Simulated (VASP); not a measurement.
VASP ran on this input.

File POSCAR:
```
GaAs
2.8961830
  0.0000000000   1.0000000010   1.0000000010
  1.0000000010   0.0000000000   1.0000000010
  1.0000000010   1.0000000010   0.0000000000
Ga As
1 1
Cartesian
  0.0000000000   0.0000000000   0.0000000000
  0.5000000005   0.5000000005   0.5000000005
```

### INCAR
```
# general
SYSTEM =GaAs
PREC   =Accurate
ENCUT  =520
LREAL  =F
LASPH  =T   # aspherical one-centre terms

# electronic loop
EDIFF  =1E-7
NELM   =100   # most electronic steps
ALGO   =Normal   # blocked Davidson
LMAXMIX=4

# smearing
ISMEAR =0
SIGMA  =0.05   # width (eV)

# functional
GGA    =RE   # revPBE

# ions
ISIF   =2

# output
LWAVE  =F
LCHARG =F
```

KPOINTS:
```
Automatic mesh
0
G
  8 8 8
```

POTCAR, in this order: Ga_d As (PBE.64 set). Program: vasp_std.

**Question.** Write an equivalent input for Quantum ESPRESSO's pw.x.

**Answer.** One equivalent input (not run):
```
&CONTROL
  calculation = 'scf'
  pseudo_dir = './pseudo'
  outdir = './out'
  tprnfor = .true.
  tstress = .true.
/
&SYSTEM
  ibrav = 0
  nat = 2
  ntyp = 2
  ecutwfc = 84
  occupations = 'smearing'
  smearing = 'gaussian'
  degauss = 0.003675
  input_dft = 'revpbe'
/
&ELECTRONS
  conv_thr = 7.3e-09
  electron_maxstep = 100
/
ATOMIC_SPECIES
  Ga 69.723 Ga.upf
  As 74.922 As.upf
CELL_PARAMETERS angstrom
     0.0000000    2.8961830    2.8961830
     2.8961830    0.0000000    2.8961830
     2.8961830    2.8961830    0.0000000
ATOMIC_POSITIONS crystal
  Ga   0.0000000  0.0000000  0.0000000
  As   0.2500000  0.2500000  0.2500000
K_POINTS automatic
  8 8 8 0 0 0
```
What does not carry over: the potentials are each code's own (VASP's PAW set, PseudoDojo norm-conserving files in pw.x), so ENCUT and ecutwfc are chosen apart and not converted; conv_thr bounds pw.x's estimated SCF error, while EDIFF bounds the energy change between steps.

The compound is GaAs in the zinc blende structure. It was relaxed first, which changed the volume by +8 %.
